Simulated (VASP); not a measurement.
Here is the system:

```
C
1.0
    0.00000     2.12700     3.34800
    1.22800     0.00000     3.34800
    1.22800     2.12700     0.00000
C
2
Direct
  0.16667   0.83333   0.16667
  0.83333   0.16667   0.83333
```

Computed with PBEsol GGA, VASP's PBE PAW potentials (set 64) (plane waves; VASP 6.6.1). Run with 400 eV cut-off, 13×13×13 Γ-centred mesh, Gaussian smearing of 0.10 eV, potentials C.

Give the energies of bands 2 to 5 at the high-symmetry points, in eV from the valence-band maximum.

| band | Γ | Y | T | Z | Σ0 | C0 | L |
|---|---|---|---|---|---|---|---|
| 2 | -6.61 | -13.36 | -13.18 | -8.64 | -12.31 | -11.87 | -13.27 |
| 3 | -2.95 | -6.35 | -6.41 | -2.96 | -10.08 | -10.29 | -6.38 |
| 4 | -2.93 | -1.57 | -3.06 | -2.94 | -1.50 | -1.51 | -2.36 |
| 5 | 4.04 | 2.54 | 0.91 | 8.40 | 0.71 | 1.77 | 1.64 |

The gap is indirect, 0.17 eV, from the valence maximum at Y-C0 at 0.80 to the conduction minimum at (0.00, 0.31, 0.31).

The structure comes from a measured C entry of the Crystallography Open Database, whose conditions weren't checked. The cell was not relaxed at this level.
